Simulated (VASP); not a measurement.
Here is the system:

```xyz
2
Lattice="2.6810 0.0000 0.0000 0.0000 2.6810 0.0000 0.0000 0.0000 3.7085" Properties=species:S:1:pos:R:3 pbc="T T T"
Fe     0.0000     0.0000     0.0000
Pt     1.3405     1.3405     1.8543
```
Starting moments (μB, in the order of the record's atoms Fe Pt): 2.8 0.3.

These are AM05 GGA, VASP's PBE PAW potentials (set 64) (plane waves; VASP) values and carry that method's errors. Settings: 520 eV cut-off, 14×14×10 Γ-centred mesh, first-order Methfessel-Paxton smearing of 0.10 eV, potentials Fe Pt.

Unless said otherwise, spin-orbit coupling is left out, though it shifts the bands of the heavy elements here.

### Question
What does the run give for the cell moment, energy per atom (σ→0), band gap (on the k-mesh) with the smallest direct gap where there is one?

### Answer

```
Property                                                    Result
------------------------  ----------------------------------------
band gap (on the k-mesh)  none (metal, semimetal or under 0.01 eV)
cell moment                                                3.21 μB
energy per atom (σ→0)                               -7871 meV/atom
```

### Question
Give the moment on each site (PAW-sphere projection).

### Answer

```tsv
site	moment (μB)
Fe1	2.84
Pt2	0.32
```

Total energies compare only between runs with the same potentials, cut-off and functional.

The compound is FePt in the L1_0 structure. It was relaxed first.
